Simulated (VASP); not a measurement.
# Mg6MnFe (Amm2) in VASP: density of states with BLYP+D3(BJ)

Aim: the density of states of Mg6MnFe with BLYP+D3(BJ).

Everything below comes from runs of VASP 6.6.1. Logs are shortened: lines on timing, memory, paths and dates and some standing lists are left out, and cuts for length are marked.

## (1) The undisturbed crystal

The structure is orthorhombic, space group Amm2 (No. 38). The conventional cell has a = 4.810 Å, b = 6.058 Å, c = 10.635 Å, α = 90.00°, β = 90.00°, γ = 90.00°. Fe (site symmetry mm2) has 2 Mn at 2.84 Å and 10 Mg at 2.86 to 3.26 Å as nearest neighbours. Mn (site symmetry mm2) is surrounded by 2 Fe at 2.84 Å and 10 Mg at 2.86 to 3.26 Å. Around Mg (site symmetry mm2) lie 10 Mg at 2.99 to 3.08 Å and 2 Fe at 3.03 Å. Mg (site symmetry m) has 2 Fe at 2.86 to 3.26 Å and 8 Mg at 2.90 to 3.16 Å and 2 Mn at 2.97 Å as nearest neighbours. Mg (site symmetry mm2) is surrounded by 10 Mg at 2.99 to 3.07 Å and 2 Mn at 3.03 Å. Mg (site symmetry m) has 2 Mn at 2.86 to 3.26 Å and 8 Mg at 2.88 to 3.18 Å and 2 Fe at 2.96 Å as nearest neighbours.

The cell comes from a database or a generator and needn't be the stable form of this composition.

## (2) Density of states, BLYP+D3(BJ), collinear spin, random start (volume scaled by 0.96)

The input, POSCAR:

```
Mg6MnFe
1.0
    4.7447848692      0.0000000000      0.0000000000
    0.0000000000      2.9881779680      5.2455980619
    0.0000000000     -2.9881779680      5.2455980619
Fe Mn Mg
1 1 6
Cartesian
    2.3723924346      0.0000000000      7.1250014267
    0.0000000000      0.0000000000      8.6134713504
    2.3723924346      0.0000000000      1.7468156282
    2.3723924346      1.5587651079      4.3146722651
    2.3723924346     -1.5587651079      4.3146722651
    0.0000000000      0.0000000000      3.5002931659
    0.0000000000      1.4196893290      6.1749396881
    0.0000000000     -1.4196893290      6.1749396881
```

The input, INCAR.step1:

```
PREC = Accurate ; ENCUT = 520
EDIFF = 1E-6 ; ISMEAR = -1
SIGMA = 0.02 ; LREAL = F
LASPH = T ; NELM = 150
ALGO = Normal ; ISIF = 2
LWAVE = F ; LCHARG = T
ISPIN = 2 ; MAGMOM = 2.72 -2.05 0 0 0 0 0 0
LMAXMIX = 4 ; GGA = B5
ALDAX = 1.0 ; AGGAX = 1.0
AGGAC = 1.0 ; ALDAC = 0.0
IVDW = 12 ; VDW_S6 = 1.0
VDW_S8 = 2.6996 ; VDW_A1 = 0.4298
VDW_A2 = 4.2359 ; NELECT = 33.5
ISYM = 1
```

The input, KPOINTS.step1:

```
Automatic mesh
0
Gamma
  6 5 5
```

The input, INCAR.step2:

```
PREC = Accurate ; ENCUT = 520
EDIFF = 1E-6 ; ISMEAR = -5
SIGMA = 0.02 ; LREAL = F
LASPH = T ; NELM = 150
ALGO = Normal ; ISIF = 2
LWAVE = F ; LCHARG = F
ISPIN = 2 ; MAGMOM = 2.72 -2.05 0 0 0 0 0 0
LORBIT = 11 ; LMAXMIX = 4
GGA = B5 ; ALDAX = 1.0
AGGAX = 1.0 ; AGGAC = 1.0
ALDAC = 0.0 ; IVDW = 12
VDW_S6 = 1.0 ; VDW_S8 = 2.6996
VDW_A1 = 0.4298 ; VDW_A2 = 4.2359
NELECT = 33.5 ; ISYM = 1
NEDOS = 1001 ; ICHARG = 11
```

The input, KPOINTS.step2:

```
Automatic mesh
0
Gamma
  9 8 8
```

Potentials or basis: VASP PAW PBE potentials, release 64 (Fe, Mn_pv, Mg).

Started as:

```console
$ cat potpaw_PBE.64/Fe/POTCAR potpaw_PBE.64/Mn_pv/POTCAR potpaw_PBE.64/Mg/POTCAR > POTCAR
$ cp INCAR.step1 INCAR
$ cp KPOINTS.step1 KPOINTS
$ mpirun -np 1 vasp_std > vasp.out
$ cp INCAR.step2 INCAR
$ cp KPOINTS.step2 KPOINTS
$ mpirun -np 1 vasp_std > vasp.out
```

OUTCAR:

```text
PREC = Accurate
   ENCUT = 520
   EDIFF = 1E-6
   ISMEAR = -5
   LREAL = F
   LASPH = T
   NELM = 150
   ISIF = 2
   ISPIN = 2
   LORBIT = 11
   GGA = B5
   IVDW = 12
   NELECT = 33.5
   ISYM = 1
   ICHARG = 11
 IVDW          = 12

 ion  position               nearest neighbor table
   1  0.500  0.679  0.679-   2 2.80   2 2.80   5 2.82   4 2.82   8 2.92   7 2.92   7 2.92   8 2.92
                             3 2.99   3 2.99   5 3.21   4 3.21
   2  0.000  0.821  0.821-   1 2.80   1 2.80   8 2.82   7 2.82   5 2.93   4 2.93   4 2.93   5 2.93
                             6 2.99   6 2.99   8 3.22   7 3.22
   3  0.500  0.167  0.167-   6 2.95   6 2.95   8 2.96   7 2.96   7 2.96   8 2.96   1 2.99   1 2.99
                             4 3.00   5 3.00   4 3.04   5 3.04
   4  0.500  0.672  0.150-   1 2.82   5 2.86   2 2.93   2 2.93   6 2.95   6 2.95   3 3.00   7 3.02
                             7 3.02   3 3.04   5 3.12   1 3.21
   5  0.500  0.150  0.672-   1 2.82   4 2.86   2 2.93   2 2.93   6 2.95   6 2.95   3 3.00   8 3.02
                             8 3.02   3 3.04   4 3.12   1 3.21
   6  0.000  0.334  0.334-   3 2.95   3 2.95   5 2.95   4 2.95   4 2.95   5 2.95   2 2.99   2 2.99
                             7 3.01   8 3.01   8 3.03   7 3.03
   7  0.000  0.826  0.351-   2 2.82   8 2.84   1 2.92   1 2.92   3 2.96   3 2.96   6 3.01   4 3.02
                             4 3.02   6 3.03   8 3.14   2 3.22
   8  0.000  0.351  0.826-   2 2.82   7 2.84   1 2.92   1 2.92   3 2.96   3 2.96   6 3.01   5 3.02
                             5 3.02   6 3.03   7 3.14   2 3.22

  LATTYP: Found a base centered orthorhombic cell.
 ALAT       =     5.9763559360
 B/A-ratio  =     1.7554503507
 C/A-ratio  =     0.7939260847

  Lattice vectors:

 A1 = (   0.0000000000,   2.9881779680,  -5.2455980619)
 A2 = (   0.0000000000,   2.9881779680,   5.2455980619)
 A3 = (   4.7447848692,   0.0000000000,   0.0000000000)

Analysis of symmetry for initial positions (statically):
=====================================================================
 Subroutine PRICEL returns:
 Original cell was already a primitive cell.

 Routine SETGRP: Setting up the symmetry group for a
 base centered orthorhombic supercell.

 Subroutine GETGRP returns: Found  4 space group operations
 (whereof  4 operations were pure point group operations)
 out of a pool of  8 trial point group operations.

The static configuration has the point symmetry C_2v.

Analysis of symmetry for dynamics (positions and initial velocities):
=====================================================================
 Subroutine PRICEL returns:
 Original cell was already a primitive cell.

 Routine SETGRP: Setting up the symmetry group for a
 base centered orthorhombic supercell.

 Subroutine GETGRP returns: Found  4 space group operations
 (whereof  4 operations were pure point group operations)
 out of a pool of  8 trial point group operations.

The dynamic configuration has the point symmetry C_2v.

Analysis of structural, dynamic, and magnetic symmetry:
=====================================================================
 Subroutine PRICEL returns:
 Original cell was already a primitive cell.

 Routine SETGRP: Setting up the symmetry group for a
 base centered orthorhombic supercell.

 Subroutine GETGRP returns: Found  4 space group operations
 (whereof  4 operations were pure point group operations)
 out of a pool of  8 trial point group operations.

The overall configuration has the point symmetry C_2v.

 Subroutine INISYM returns: Found  4 space group operations
 (whereof  4 operations are pure point group operations),
 and found     1 'primitive' translations

----------------------------------------------------------------------------------------

                                     Primitive cell

  volume of cell :     148.7469

  direct lattice vectors                    reciprocal lattice vectors
     4.744784869  0.000000000  0.000000000     0.210757711  0.000000000  0.000000000
     0.000000000  2.988177968  5.245598062     0.000000000  0.167326045  0.095318016
     0.000000000 -2.988177968  5.245598062     0.000000000 -0.167326045  0.095318016

  length of vectors
     4.744784869  6.037011396  6.037011396     0.210757711  0.192570843  0.192570843

  position of ions in fractional coordinates (direct lattice)
     0.500000000  0.679141000  0.679141000
     0.000000000  0.821019000  0.821019000
     0.500000000  0.166503000  0.166503000
[... 82 lines left out ...]
   ISTART =      0    job   : 0-new  1-cont  2-samecut
   ICHARG =     11    charge: 1-file 2-atom 10-const
   ISPIN  =      2    spin polarized calculation?
   LNONCOLLINEAR =      F non collinear calculations
   LSORBIT =      F    spin-orbit coupling
   LASPH  =      T    aspherical Exc in radial PAW
   ENCUT  =  520.0 eV  38.22 Ry    6.18 a.u.   8.82 11.22 11.22*2*pi/ulx,y,z
   NELM   =    150;   NELMIN=  2; NELMDL=  0     # of ELM steps
   EDIFF  = 0.1E-05   stopping-criterion for ELM
   LREAL  =      F    real-space projection
   EDIFFG = 0.1E-04   stopping-criterion for IOM
   NSW    =      0    number of steps for IOM
   IBRION =     -1    ionic relax: 0-MD 1-quasi-New 2-CG
   NFREE  =      0    steps in history (QN), initial steepest desc. (CG)
   ISIF   =      2    stress and relaxation
   ISYM   =      1    0-nonsym 1-usesym 2-fastsym
   POTIM  = 0.5000    time-step for ionic-motion
   TEBEG  =    0.0;   TEEND  =   0.0 temperature during run
   PSTRESS=    0.0 pullay stress
   NELECT =      33.5000    total number of electrons
   NUPDOWN=      -1.0000    fix difference up-down
   EMIN   =  10.00;   EMAX   =-10.00  energy-range for DOS
   EFERMI =   0.00;   METHOD = LEGACY
   ISMEAR =    -5;   SIGMA  =   0.02  broadening in eV -4-tet -1-fermi 0-gaus
   EFERMI_NEDOS =   21; number of points for ismear=-14 and -15
   IALGO  =     38    algorithm
   IMIX   =      4    mixing-type and parameters
     AMIX     =   0.40;   BMIX     =  1.00
     AMIX_MAG =   1.60;   BMIX_MAG =  1.00
  volume/ion in A,a.u.               =      18.59       125.47
  Fermi-wavevector in a.u.,A,eV,Ry     =   0.996033  1.882230 13.498094  0.992082
  Thomas-Fermi vector in A             =   2.128094
   LORBIT       =     11    0 simple, 1 ext, 2 COOP (PROOUT), +10 PAW based schemes
   GGA     = B5    functional components
   LHFCALC =     F    Hartree Fock is set to
   AEXX    =    0.0000 exact exchange contribution
   IVDW    =    12    specifies the selected vdW correction
   LEPSILON=     F    determine dielectric tensor
   LRPA    =     F    only Hartree local field effects (RPA)
 spin polarized calculation
 Fermi weights with tetrahedron method with Bloechl corrections
  energy-cutoff  :      520.00
  volume of cell :      148.75
 maximum number of plane-waves:      4028
 NGX is ok and might be reduce to    36

 number of electron      33.4999999 magnetization      -1.2364705

 Free energy of the ion-electron system (eV)
  ---------------------------------------------------
  ext. energy  EPLUGINS =         0.00000000
  ---------------------------------------------------
  free energy    TOTEN  =       -15.89934301 eV

  energy without entropy =      -15.89934301  energy(sigma->0) =      -15.89934301

 E-fermi :   4.2292     XC(G=0):  -9.1389

 val. band max:        4.3004362846   @ k =   0.4444  -0.3750   0.3750
 cond. band min:       4.1838412749   @ k =   0.0000   0.1250   0.1250
 fundamental gap:     -0.1165950097
 Fermi energy:         4.2292192719

 spin component 1

 k-point     1 :       0.0000    0.0000    0.0000
  band No.  band energies     occupation
      1     -41.7929      1.00000
      2     -41.7747      1.00000
      3     -41.7320      1.00000
      4      -3.2614      1.00000
      5       1.1567      1.00000
      6       1.3219      1.00000
[... 589 lines left out ...]
     21       5.3816      0.00000
     22       7.0416      0.00000

 [... further k-points ...]

 spin component 2

 k-point     1 :       0.0000    0.0000    0.0000
  band No.  band energies     occupation
      1     -45.2319      1.00000
      2     -45.1581      1.00000
      3     -45.1383      1.00000
      4      -3.2919      1.00000
      5       1.0269      1.00000
      6       1.1456      1.00000
[... 589 lines left out ...]
     21       4.9300      0.00000
     22       7.0209      0.00000

 [... further k-points ...]

------------------------ aborting loop because EDIFF is reached ----------------------------------------

 Edisp (eV)   -5.67320

 E8    (eV) :    -4.1880

  FORCE on cell =-STRESS in cart. coord.  units (eV):
  Direction    XX          YY          ZZ          XY          YZ          ZX
  --------------------------------------------------------------------------------------
  -------------------------------------------------------------------------------------
  Total      -1.02644    -0.63249    -0.52117     0.00000     0.00000     0.00000
  in kB     -11.05600    -6.81262    -5.61365     0.00000     0.00000     0.00000
  external pressure =       -7.83 kB  Pullay stress =        0.00 kB

 VOLUME and BASIS-vectors are now :
 -----------------------------------------------------------------------------
  energy-cutoff  :      520.00
  volume of cell :      148.75
      direct lattice vectors                 reciprocal lattice vectors
     4.744784869  0.000000000  0.000000000     0.210757711  0.000000000  0.000000000
     0.000000000  2.988177968  5.245598062     0.000000000  0.167326045  0.095318016
     0.000000000 -2.988177968  5.245598062     0.000000000 -0.167326045  0.095318016

 POSITION                                       TOTAL-FORCE (eV/Angst)
 -----------------------------------------------------------------------------------
      2.37239      0.00000      7.12500         0.000000      0.000000      0.032388
      0.00000      0.00000      8.61347         0.000000      0.000000     -0.020746
      2.37239      0.00000      1.74682         0.000000      0.000000     -0.054910
      2.37239      1.55877      4.31467         0.000000     -0.072588      0.125778
      2.37239     -1.55877      4.31467         0.000000      0.072588      0.125778
      0.00000      0.00000      3.50029         0.000000      0.000000      0.074685
      0.00000      1.41969      6.17494         0.000000      0.038191     -0.141486
      0.00000     -1.41969      6.17494         0.000000     -0.038191     -0.141486
 -----------------------------------------------------------------------------------
    total drift:                                0.000000     -0.000000      0.017212

  FREE ENERGIE OF THE ION-ELECTRON SYSTEM (eV)
  ---------------------------------------------------
  free  energy   TOTEN  =       -21.5725390239 eV

  energy  without entropy=      -21.5725390239  energy(sigma->0) =      -21.57253902

 total charge

# of ion       s       p       d       tot
------------------------------------------
    1        0.401   0.296   6.223   6.919
    2        0.318   6.193   5.052  11.564
    3        0.226   0.169   0.019   0.414
    4        0.224   0.167   0.020   0.410
    5        0.224   0.167   0.020   0.410
    6        0.232   0.171   0.019   0.422
    7        0.223   0.167   0.020   0.410
    8        0.223   0.167   0.020   0.410
--------------------------------------------------
tot          2.071   7.497  11.391  20.958

 magnetization (x)

# of ion       s       p       d       tot
------------------------------------------
    1        0.041   0.023   2.213   2.277
    2       -0.042  -0.030  -3.262  -3.334
    3       -0.014  -0.013   0.001  -0.027
    4        0.003  -0.001  -0.000   0.002
    5        0.003  -0.001  -0.000   0.002
    6        0.015   0.018  -0.001   0.032
    7        0.002   0.004  -0.000   0.006
    8        0.002   0.004  -0.000   0.006
--------------------------------------------------
tot          0.011   0.004  -1.050  -1.036
```

It took 16 min on 1 thread of Intel Xeon Platinum 8259CL at 2.50GHz (Skylake/Cascade Lake), shared host; peak memory 0.76 GiB.

The run converged, but some of its settings lie outside the range that counts as converged, so its numbers aren't taken as properties of the crystal.

What came out:

| Quantity | Value |
| --- | --- |
| Net moment | -1.24 μB per cell |
| Site moments | Fe +2.28; Mn -3.33; Mg -0.03, +0.00, +0.03, +0.01 μB |
| Valence electrons inside the program's atomic spheres | Fe 6.92; Mn 11.56; Mg 0.41, 0.42 |
| Dispersion energy per atom | -0.709 eV |

Caveat: the cell is charged against a uniform background, so pressure and absolute levels hang on convention; the PAW data sets were made with another functional, which shifts forces and pressure a little; pairwise dispersion overbinds metals, which lowers pressure and volume; tetrahedron occupations give inexact forces and stress in metals.
